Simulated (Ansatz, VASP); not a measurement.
# GaP in two plane-wave programs

One calculation is typed for both programs; each brings its own data sets. How far apart do they land? The cell is taken from a series of runs on this material, whose earlier steps may have relaxed, scaled, displaced or heated it; both programs get it as it stands.

Program: Ansatz 0.2.0. Level of theory: plane waves, with VASP 6.6.1 beside it; zone-centre phonons at LDA. Results are calculated unless marked as measured.

## 1. The structure

It takes space group F-43m (No. 216, cubic). Conventional cell: a = 5.391 Å, b = 5.391 Å, c = 5.391 Å, α = 90.00°, β = 90.00°, γ = 90.00°. Ga has 4 P at 2.33 Å nearest. Nearest to P lie 4 Ga at 2.33 Å. Farther neighbours are not listed.

As a file:

```
Ga P
1.0
     0.00000    2.69565    2.69565
     2.69565    0.00000    2.69565
     2.69565    2.69565    0.00000
Ga P
1 1
Cartesian
  0.0000 0.0000 0.0000
  4.0435 4.0435 4.0435
```

## 2. VASP: zone-centre phonons, LDA, pair 1

Second derivatives magnify differences that forces hide, and they need a tight electronic threshold.

Lines of VASP's logs that name or quote its potential files are left out, and so is its time.

File INCAR:

```
SYSTEM = GaP
PREC = Accurate
ENCUT = 500
EDIFF = 1E-08
NELM = 120
ISMEAR = -1
SIGMA = 0.05
LREAL = .FALSE.
ALGO = Normal
GGA = CA
NELECT = 18.04
NBANDS = 15
LORBIT = 11
LWAVE = .FALSE.
LCHARG = .FALSE.
ISIF = 2
IBRION = 8
LASPH = .TRUE.
GGA_COMPAT = .FALSE.
KPAR = 2
```

File POSCAR:

```
GaP
1.0
    0.0000000000      2.6956501181      2.6956501181
    2.6956501181      0.0000000000      2.6956501181
    2.6956501181      2.6956501181      0.0000000000
Ga P
1 1
Direct
    0.0000000000      0.0000000000      0.0000000000
    0.7500000000      0.7500000000      0.7500000000
```

File KPOINTS:

```
Automatic mesh
0
Gamma
12 12 12
0 0 0
```

The projector-augmented-wave data sets are Ga_d and P (LDA family, release 64).

Started as:

```console
mpirun -np 2 vasp_std
```

Numbers of over 12 decimals in the logs are rounded to 6 here.

Log:

```text
[banner, memory and clock lines left out]
running    2 mpi-ranks, on    1 nodes
 distrk:  each k-point on    1 cores,    2 groups
 distr:  one band on    1 cores,    1 groups

 POSCAR found type information on POSCAR GaP
 POSCAR found :  2 types and       2 ions
 LDA part: xc-table for (Slater(with rela. corr.)+CA(PZ))
 , standard interpolation
 POSCAR, INCAR and KPOINTS ok, starting setup
 FFT: planning ... GRIDC
 FFT: planning ... GRID_SOFT
 FFT: planning ... GRID
 WAVECAR not read
 entering main loop
       N       E                     dE             d eps       ncg     rms          rms(c)
DAV:   1     0.767645891251E+02    0.76765E+02   -0.88728E+03  2239   0.169E+03
DAV:   2    -0.470432985845E+01   -0.81469E+02   -0.78084E+02  2447   0.309E+02
DAV:   3    -0.104426001601E+02   -0.57383E+01   -0.57191E+01  2734   0.669E+01
DAV:   4    -0.105362243825E+02   -0.93624E-01   -0.93604E-01  2644   0.927E+00
DAV:   5    -0.105381538889E+02   -0.19295E-02   -0.19293E-02  2837   0.113E+00BRMIX: very serious problems
 the old and the new charge density differ
 old charge density:    18.00000 new   18.04000
BRMIX: very serious problems
 the old and the new charge density differ
 old charge density:    18.00000 new   18.04000
    0.452E+00
DAV:   6    -0.102549164467E+02    0.28324E+00   -0.39219E-01  3351   0.111E+01    0.292E+00
DAV:   7    -0.102049632360E+02    0.49953E-01   -0.92701E-02  2918   0.227E+00    0.108E+00
DAV:   8    -0.102002302596E+02    0.47330E-02   -0.12050E-02  2714   0.128E+00    0.203E-01
DAV:   9    -0.102001846902E+02    0.45569E-04   -0.10097E-03  3222   0.419E-01    0.634E-02
DAV:  10    -0.102001827172E+02    0.19731E-05   -0.53137E-05  3343   0.949E-02    0.258E-02
DAV:  11    -0.102001879292E+02   -0.52120E-05   -0.94877E-06  2782   0.487E-02    0.765E-03
DAV:  12    -0.102001877112E+02    0.21803E-06   -0.56989E-07  2854   0.901E-03    0.500E-03
DAV:  13    -0.102001876885E+02    0.22638E-07   -0.20383E-07  2867   0.472E-03    0.874E-04
DAV:  14    -0.102001876869E+02    0.16898E-08   -0.95634E-09  1849   0.123E-03
   1 F= -.10200188E+02 E0= -.10199007E+02  d E =-.236188E-02
 Linear response reoptimize wavefunctions to high precision
DAV:   1    -0.102001876870E+02   -0.13006E-09   -0.18727E-09  2336   0.466E-04
DAV:   2    -0.102001876870E+02   -0.34561E-10   -0.27304E-10  1430   0.158E-04
 Linear response DOF=           2
 Linear response progress:
  Degree of freedom:   1/  2
       N       E                     dE             d eps       ncg     rms          rms(c)
RMM:   1    -0.167126712470E+00   -0.16713E+00    0.12054E-01 10571   0.872E+00
RMM:   2    -0.165138181694E+00    0.19885E-02   -0.26682E-02 16147   0.143E+00    0.541E-02
RMM:   3    -0.165518940038E+00   -0.38076E-03   -0.38875E-03 16975   0.417E-01    0.415E-02
RMM:   4    -0.165409279787E+00    0.10966E-03   -0.97282E-04 17779   0.142E-01    0.130E-02
RMM:   5    -0.165383905835E+00    0.25374E-04   -0.11071E-04 17936   0.379E-02    0.417E-03
RMM:   6    -0.165382806776E+00    0.10991E-05   -0.46304E-05 17595   0.137E-02    0.951E-04
RMM:   7    -0.165380719163E+00    0.20876E-05   -0.15437E-05 17705   0.545E-03    0.130E-04
RMM:   8    -0.165378850812E+00    0.18684E-05   -0.69762E-06 17736   0.232E-03    0.729E-05
RMM:   9    -0.165378278138E+00    0.57267E-06   -0.34084E-06 17956   0.100E-03    0.404E-05
RMM:  10    -0.165377706700E+00    0.57144E-06   -0.10192E-06 17549   0.468E-04    0.110E-05
RMM:  11    -0.165377805063E+00   -0.98363E-07   -0.78510E-07 17671   0.239E-04    0.659E-06
RMM:  12    -0.165377819504E+00   -0.14442E-07   -0.11416E-06 18118   0.131E-04    0.338E-06
RMM:  13    -0.165377763107E+00    0.56397E-07   -0.65275E-07 17886   0.801E-05    0.947E-07
RMM:  14    -0.165377749353E+00    0.13754E-07   -0.56635E-07 15870   0.573E-05    0.932E-07
RMM:  15    -0.165377732608E+00    0.16745E-07   -0.33864E-07 15594   0.470E-05    0.462E-07
RMM:  16    -0.165377694191E+00    0.38418E-07   -0.44871E-08 14522   0.424E-05    0.103E-07
RMM:  17    -0.165377711072E+00   -0.16881E-07   -0.32811E-07 11620   0.401E-05    0.695E-08
 first order change of Fermi-energy   0.37086E-04
 force on displaced ion       1 direction 1 :  -9.944  -0.000  -0.000
 Linear response progress:
  Degree of freedom:   2/  2
       N       E                     dE             d eps       ncg     rms          rms(c)
RMM:   1    -0.507471574697E-01   -0.50747E-01    0.71249E-03 19355   0.183E+00
RMM:   2    -0.474310192966E-01    0.33161E-02   -0.61108E-03 15316   0.540E-01    0.121E-01
RMM:   3    -0.474989692467E-01   -0.67950E-04   -0.55983E-04 16854   0.175E-01    0.586E-02
RMM:   4    -0.477789887473E-01   -0.28002E-03   -0.10959E-04 16420   0.665E-02    0.116E-02
RMM:   5    -0.477883013034E-01   -0.93126E-05   -0.18867E-05 17686   0.226E-02    0.674E-03
RMM:   6    -0.477709389452E-01    0.17362E-04   -0.24935E-06 16603   0.803E-03    0.402E-03
RMM:   7    -0.477715575787E-01   -0.61863E-06    0.64790E-07 17422   0.309E-03    0.598E-04
RMM:   8    -0.477691381306E-01    0.24194E-05    0.31765E-08 16945   0.106E-03    0.174E-04
RMM:   9    -0.477688284504E-01    0.30968E-06   -0.67673E-08 17555   0.321E-04    0.240E-05
RMM:  10    -0.477689347087E-01   -0.10626E-06   -0.76411E-08 16957   0.122E-04    0.339E-06
RMM:  11    -0.477689156709E-01    0.19038E-07   -0.25987E-08 17615   0.581E-05    0.630E-06
RMM:  12    -0.477689230389E-01   -0.73681E-08   -0.41424E-08 16327   0.353E-05    0.792E-07
 first order change of Fermi-energy   0.40678E-04
 force on displaced ion       2 direction 1 :  -9.937   0.000   0.000
 Linear response finished
```

OUTCAR, selected parts (step 2):

```text
NELECT = 18.04

 ion  position               nearest neighbor table
   1  0.000  0.000  0.000-   2 2.33   2 2.33   2 2.33   2 2.33
   2  0.750  0.750  0.750-   1 2.33   1 2.33   1 2.33   1 2.33

  LATTYP: Found a face centered cubic cell.
 ALAT       =     5.3913002362

 Subroutine GETGRP returns: Found 24 space group operations
 (whereof 24 operations were pure point group operations)

The static configuration has the point symmetry T_d .

 Found     72 irreducible k-points:

   k-points           NKPTS =     72   k-points in BZ     NKDIM =     72   number of bands    NBANDS=     15

   dimension x,y,z NGX =    28 NGY =   28 NGZ =   28
   dimension x,y,z NGXF=    56 NGYF=   56 NGZF=   56

   ENCUT  =  500.0 eV  36.75 Ry    6.06 a.u.   6.95  6.95  6.95*2*pi/ulx,y,z

 k-points in reciprocal lattice and weights: Automatic mesh
   0.00000000  0.00000000  0.00000000       0.001
   0.08333333  0.00000000  0.00000000       0.005
   0.16666667  0.00000000  0.00000000       0.005
   0.25000000  0.00000000  0.00000000       0.005
   0.33333333  0.00000000  0.00000000       0.005
   0.41666667  0.00000000  0.00000000       0.005
   0.50000000  0.00000000  0.00000000       0.002
   0.08333333  0.08333333  0.00000000       0.003
   0.16666667  0.08333333  0.00000000       0.014
[...]
-0.33333333  0.50000000  0.16666667       0.007
  -0.25000000  0.50000000  0.25000000       0.003

 average (electrostatic) potential at core
       1 -66.2658       2 -84.3194

  Total        0.4035447      0.4035447      0.4035447      0.0000000      0.0000000     -0.0000000
  in kB       16.5037120     16.5037120     16.5037120      0.0000000      0.0000000     -0.0000000
  external PRESSURE =      16.5037120 kB  Pullay stress =       0.0000000 kB

  energy-cutoff  :      500.00
  volume of cell :       39.18
      direct lattice vectors                 reciprocal lattice vectors
     0.000000000  2.695650118  2.695650118    -0.185484012  0.185484012  0.185484012
     2.695650118  0.000000000  2.695650118     0.185484012 -0.185484012  0.185484012
     2.695650118  2.695650118  0.000000000     0.185484012  0.185484012 -0.185484012

 POSITION                                       TOTAL-FORCE (eV/Angst)
 -----------------------------------------------------------------------------------
      0.00000      0.00000      0.00000        -0.000000      0.000000      0.000000
      4.04348      4.04348      4.04348         0.000000     -0.000000     -0.000000
 -----------------------------------------------------------------------------------
    total drift:                               -0.000000     -0.000000     -0.000000

 Eigenvectors and eigenvalues of the dynamical matrix
 ----------------------------------------------------

   1 f  =   10.642688 THz    66.869984 2PiTHz  355.001875 cm-1    44.014603 meV
             X         Y         Z           dx          dy          dz
      0.000000  0.000000  0.000000    -0.554739   -0.000000   -0.000000
      4.043475  4.043475  4.043475     0.832024    0.000000   -0.000000

   2 f  =   10.642688 THz    66.869984 2PiTHz  355.001875 cm-1    44.014603 meV
             X         Y         Z           dx          dy          dz
      0.000000  0.000000  0.000000     0.000000   -0.554739   -0.000000
      4.043475  4.043475  4.043475    -0.000000    0.832024   -0.000000

   3 f  =   10.642688 THz    66.869984 2PiTHz  355.001875 cm-1    44.014603 meV
             X         Y         Z           dx          dy          dz
      0.000000  0.000000  0.000000     0.000000    0.000000   -0.554739
      4.043475  4.043475  4.043475     0.000000    0.000000    0.832024

   4 f/i=    0.001610 THz     0.010115 2PiTHz    0.053698 cm-1     0.006658 meV
             X         Y         Z           dx          dy          dz
      0.000000  0.000000  0.000000    -0.058131    0.822231   -0.113228
      4.043475  4.043475  4.043475    -0.038758    0.548210   -0.075493

   5 f/i=    0.001610 THz     0.010115 2PiTHz    0.053698 cm-1     0.006658 meV
             X         Y         Z           dx          dy          dz
      0.000000  0.000000  0.000000     0.829822    0.059865    0.008694
      4.043475  4.043475  4.043475     0.553271    0.039914    0.005796

   6 f/i=    0.001610 THz     0.010115 2PiTHz    0.053698 cm-1     0.006658 meV
             X         Y         Z           dx          dy          dz
      0.000000  0.000000  0.000000     0.016738   -0.112321   -0.824238
      4.043475  4.043475  4.043475     0.011160   -0.074888   -0.549548

 ELASTIC MODULI CONTR FROM IONIC RELAXATION (kBar)
 Direction    XX          YY          ZZ          XY          YZ          ZX
 --------------------------------------------------------------------------------
 XX          -0.0000      0.0000      0.0000      0.0000     -0.0000      0.0000
 YY           0.0000     -0.0000      0.0000      0.0000      0.0000     -0.0000
 ZZ           0.0000      0.0000     -0.0000     -0.0000      0.0000      0.0000
 XY           0.0000      0.0000     -0.0000   -331.4801      0.0000     -0.0000
 YZ          -0.0000      0.0000      0.0000      0.0000   -331.4801      0.0000
 ZX           0.0000     -0.0000      0.0000     -0.0000      0.0000   -331.4801
 --------------------------------------------------------------------------------
```

The cell is charged against a uniform background.

## 3. Ansatz: zone-centre phonons, LDA, pair 1

Ansatz runs on its default PAW (the set named soft_2) files.

The same cell, functional (in two slightly different forms), mesh and smearing now go to Ansatz, which takes its cutoff from its data sets.

File input.yaml:

```yaml
crystal:
  lattice:
    - [0.0, 2.6956501181, 2.6956501181]
    - [2.6956501181, 0.0, 2.6956501181]
    - [2.6956501181, 2.6956501181, 0.0]
  atoms:
    - { symbol: Ga, position: [0.0, 0.0, 0.0] }
    - { symbol: P, position: [0.75, 0.75, 0.75] }
total_charge: -0.04
kpoints:
  mp_grid: { grid: [12, 12, 12] }
hamiltonian:
  xc: lda
scf:
  occupations: { method: fermi_dirac, width: 0.05 }
  n_extra_bands: 8
output:
  eigenvalues: true
phonons:
  method: dfpt
  qmesh: [2, 2, 2]
  temperatures: { t_max: 1000, t_step: 50 }
  qpath:
    path:
      - [[0.0, 0.0, 0.0], [-0.5, -0.5, 0.0], [-0.375, -0.375, 0.25]]
      - [[-0.375, 0.0, 0.375], [0.0, 0.0, 0.0], [0.0, 0.0, 0.5], [-0.5, -0.25, 0.25], [-0.5, -0.5, 0.0]]
    npoints: 10
```

Started as:

```console
ansatz run input.yaml --threads 4 --pin off --max-ram 8192MiB --backend cpu --events-out ev --progress --plain --runs-dir out
```

Log:

```text
scf.n_extra_bands = 8 over 10 filled bands (N_el = 18.0): the run solves 18 bands
Engine: ansatz 0.2.0, aarch64-unknown-linux-gnu
Pseudopotentials: kind: paw
Pseudopotential: Ga, paw, valence charge 13, recommended cutoff 420 eV (normal), Ga.paw.azcp
Pseudopotential: P, paw, valence charge 5, recommended cutoff 420 eV (normal), P.paw.azcp
Functional definition: SPW92
  exchange = slater_x
  correlation = pw_c
Crystal: 2 atoms, lattice volume = 39.176 Å³
Basis set: ecut = 420 eV, 749 PW (Γ), exchange–correlation on 54×54×54 points (8 copies of the dense FFT grid, shifted against one another)
Bands: 18, of which v1, the nominal top of the filled ones, is band 9 counted from 1 (8 counted from 0)
Symmetry: 24 space group operations
k-points: 72 of 1728 (time reversal used)
Non-local potential: Ga, projectors of the file, l = 0: 2, l = 1: 2, l = 2: 3, l = 3: 1
Non-local potential: P, projectors of the file, l = 0: 2, l = 1: 2, l = 2: 2
PAW form: soft (Blöchl's): semilocal exchange-correlation on the pseudo side does not see the compensation charge
PAW frozen core: Ga, regenerated for the run's functional, and the local potential with it (the file was generated under x = pbe(κ = 0.804, μ = 0.219515), c = pbe(β = 0.066725))
PAW frozen core: P, regenerated for the run's functional, and the local potential with it (the file was generated under x = pbe(κ = 0.804, μ = 0.219515), c = pbe(β = 0.066725))
PAW one-centre angular grid: Ga, 590 points (default); XC on 64 Gauss nodes
PAW one-centre angular grid: P, 110 points (default); XC on 64 Gauss nodes
Initial density: superposition of atomic densities (neutral atoms scaled as one to the charged cell's electrons: chi_scale 0, normalization atom), corrected by the library's trained network
Initial wavefunctions: pseudopotential atomic-orbital guess
Functional: x = slater, c = lda
SCF iter   1: F=—  HF=-4433.433075 eV  |F-HF|=—  |Δ(HF+E_count)|=         —  Δρ=1.17e-2  dr2=2.80e-2  ethr=1.77e-3  ⟨swp⟩=6.8  Hψ=7978  notcnv=0  defer=22
preconditioner: auto → Kerker (q_TF=auto, 2.398 Å⁻¹)  [metal: Δε(μ)=0.041 eV  Ē_g=19.502 eV  σ=0.050 eV  W_gap=0.20  n_scr=14 (ndim 8)  ℏωp=25.2 eV  f_vac=0.009  D(μ)=0.30/eV (n_scr^D=0)]
SCF iter   2: F=—  HF=-4433.421968 eV  |F-HF|=—  |Δ(HF+E_count)|=   1.11e-2  Δρ=5.65e-3  dr2=8.66e-3  ethr=1.55e-4  ⟨swp⟩=3.1  Hψ=2894  notcnv=0  defer=198
SCF iter   3: F=—  HF=-4433.418859 eV  |F-HF|=—  |Δ(HF+E_count)|=   3.11e-3  Δρ=1.31e-3  dr2=1.01e-3  ethr=4.80e-5  ⟨swp⟩=2.4  Hψ=1813  notcnv=0  defer=198
SCF iter   4: F=—  HF=-4433.418685 eV  |F-HF|=—  |Δ(HF+E_count)|=   1.74e-4  Δρ=1.00e-3  dr2=3.03e-4  ethr=5.58e-6  ⟨swp⟩=2.0  Hψ=1488  notcnv=0  defer=198
SCF iter   5: F=—  HF=-4433.418742 eV  |F-HF|=—  |Δ(HF+E_count)|=   5.74e-5  Δρ=7.03e-4  dr2=9.45e-5  ethr=1.68e-6  ⟨swp⟩=2.3  Hψ=1674  notcnv=0  defer=198
SCF iter   6: F=—  HF=-4433.418696 eV  |F-HF|=—  |Δ(HF+E_count)|=   4.57e-5  Δρ=1.97e-4  dr2=7.79e-6  ethr=5.24e-7  ⟨swp⟩=2.0  Hψ=1521  notcnv=0  defer=198
SCF iter   7: F=—  HF=-4433.418703 eV  |F-HF|=—  |Δ(HF+E_count)|=   6.91e-6  Δρ=2.43e-5  dr2=1.79e-7  ethr=4.32e-8  ⟨swp⟩=2.0  Hψ=1759  notcnv=0  defer=198
SCF iter   8: F=—  HF=-4433.418702 eV  |F-HF|=—  |Δ(HF+E_count)|=   1.24e-6  Δρ=3.59e-6  dr2=5.70e-9  ethr=9.93e-10  ⟨swp⟩=2.1  Hψ=1769  notcnv=0  defer=198
SCF iter   9: F=—  HF=-4433.418702 eV  |F-HF|=—  |Δ(HF+E_count)|=  6.08e-10  Δρ=1.61e-6  dr2=9.89e-10  ethr=3.16e-11  ⟨swp⟩=2.1  Hψ=1790  notcnv=0  defer=198
SCF iter  10: F=—  HF=-4433.418702 eV  |F-HF|=—  |Δ(HF+E_count)|=  1.29e-10  Δρ=3.05e-7  dr2=7.07e-11  ethr=5.48e-12  ⟨swp⟩=2.2  Hψ=1706  notcnv=0  defer=198
SCF iter  11: F=-4433.418702 eV  HF=-4433.418702 eV  |F-HF|=9.09e-13  |Δ(HF+E_count)|=  1.18e-11  Δρ=3.35e-8  dr2=4.91e-13  ethr=1.00e-12  ⟨swp⟩=11.2  Hψ=7272  notcnv=0
SCF 1 converged in 11 iterations: F = -4433.418702 eV  dr2 = 4.91e-13
  greatest PAW one-centre occupation: 0.994 electrons in one spin orbital (limit 2), on the Ga atom at site 0 (counted from 0), in its partial waves of l = 2
NSCF: frozen V_eff on 72 k-points
NSCF: frozen V_eff on 163 k-points
DFPT response loops at q = (0, 0, 0) (fractional): preconditioner auto → Kerker (q_TF=auto, 2.398 Å⁻¹) (partly filled bands, converged f_vac=0.001); β = 1.00, the filter's whole step (`scf.mixing.beta` (0.50) is not read by the response loops under this deck's `scf.mixing.preconditioner`; to damp them name `kerker` or `kerker_dos`, under which they read `scf.mixing.beta`, and type it under 1.00, their step now; both keys bind the ground state too); Broyden in place of MSR1
NSCF: frozen V_eff on 952 k-points
DFPT response loops at q = (0, 0, -0.5) (fractional): mixed as the last ones told, above
NSCF: frozen V_eff on 560 k-points
DFPT response loops at q = (0, -0.5, -0.5) (fractional): mixed as the last ones told, above
SCF converged after 11 iterations
Free energy (F): -4433.418702 eV
Harris-Foulkes:  -4433.418702 eV  (|F-HF|=9.09e-13)
Internal energy: -4433.416310 eV  (E = F + TS)
E sigma→0 (E₀):  -4433.417506 eV
Entropy (-TS):   -0.002392 eV (-1.196 meV/atom)
Fermi energy:    8.833914 eV
--- Per-component energies (eV) ---
  E_band       = -58.177978
  E_kinetic    = 188.173536
  E_local      = -2183.617758  (includes V_loc(G=0)·N_el)
  E_nonlocal   = 462.115075
  E_hartree    = 1008.911100
  E_xc         = -131.059078
  E_vxc        = -120.856487  (∫ρ·V_xc dr)
  E_paw        = -2452.726304  (= ΣΔE_a)
  E_vpaw       = -421.814398  (= ΣTr[D̂ρ^β])
  E_aug_tail   = -0.000127  (compensation charges beyond the density's cutoff)
  E_ewald      = -1327.058586
  E_core_change = 1.845831  (= ΣΔE_core)
  E_smearing   = -0.002392  (= −TS)
  E_closure    = 0.000000  (closes the sum)
  E_deformation_potential = -0.556598  (in the stress; not in F)
  Σ components = -4433.418702   (vs F -4433.418702, Δ=0.00e0)
--- Band table (eV; the first three rows and the last of 72) ---
  k-point 0: bands = [... 5 lower, -5.5245, 7.2471, 7.2471, 7.2471, 9.1272, 11.0225, 11.0225, 11.0225, ... 5 higher]
  k-point 1: bands = [... 5 lower, -5.4300, 6.3171, 7.1283, 7.1283, 9.6051, 11.2015, 11.2015, 11.2419, ... 5 higher]
  k-point 2: bands = [... 5 lower, -5.1526, 4.7792, 6.8505, 6.8505, 9.6352, 11.5968, 11.5968, 12.2468, ... 5 higher]
  k-point 71: bands = [... 5 lower, -2.2613, 0.4607, 3.4653, 3.6084, 11.8376, 12.1506, 13.2346, 13.3007, ... 5 higher]
--- Phonons (Γ-DFPT): 2 representative perturbations + reference (Σ response iterations 6) ---
  ASR residual: 2.662e-5 → 0.000e0 eV/Å²; symmetrization residual: 2.139e-6 eV/Å²
  ASR residual per site (eV/Å²): 2.66e-5 1.54e-5
  Γ frequencies (cm⁻¹): 0.00 0.00 0.00 354.76 354.76 354.76
--- Phonons (arbitrary-q DFPT): 3 irreducible q on the 2×2×2 mesh ---
  q = [0.0000, 0.0000, 0.0000] (star 1, of the zone-centre solve; hermiticity 4.31e-7, symmetrization 3.57e-12): -0.00 0.00 0.00 354.76 354.76 354.76
  q = [0.0000, 0.0000, -0.5000] (star 4, 2 solved perturbations on 476 of 1728 k-point pairs; hermiticity 6.69e-9, symmetrization 4.35e-13): 77.69 77.69 225.58 360.68 360.68 361.27
  q = [0.0000, -0.5000, -0.5000] (star 3, 4 solved perturbations in 886 linear systems a pass and spin channel, the states on 280 of 1728 k-point pairs; hermiticity 2.22e-7, symmetrization 2.80e-13): 99.58 99.58 235.38 359.92 360.12 360.12
  sum rule: each row above includes the acoustic sum rule's correction from the zone centre's row sums; it moved no ω² by more than (0.37 cm⁻¹)²
  mesh force constants: q→R imaginary residual 4.51e-17; ASR residual 2.662e-5 → 0.000e0 eV/Å²; symmetrization residual 5.329e-15 eV/Å²
  interpolated dispersion: 62 rows × 6 modes
  density of states and harmonic sums: on the 20×20×20 q-mesh, interpolated from the force constants of a 2×2×2 supercell (no non-analytic term)
  largest difference from the sums on the solved wave vectors: F 6.18e-2 eV, S 9.41e-5 and C_V 3.23e-5 eV/K
  zero-point energy: 0.090983 eV/cell   skipped modes (ω ≤ 0): 3   left out of the sums: 6.25e-5 of the cell's modes: C_V's classical limit lies that fraction below 3 k_B per atom; for a crystal, a wire or a layer, F and S can be off by more, and a phonons.interpolated_qmesh denser along its periods is the remedy for the sampling
```

The column dr2 measures how far the density is from self-consistency, as an energy; F and HF (Harris–Foulkes) agree once it is small.

(Part 1 of 2 ends here.)

[Lines on the potential files, build, host, timing and source positions are cut from VASP's logs without a mark.]

[Logs are printed without paths, hosts, clocks, repeated set-up lines and the standing remarks that a program may print on its own settings, such as how far it seeks lower states.]

[Hosts, paths, dates, database ids (printed as entryN), source tags and the programs' standing remarks are cut or masked in the printed files.]
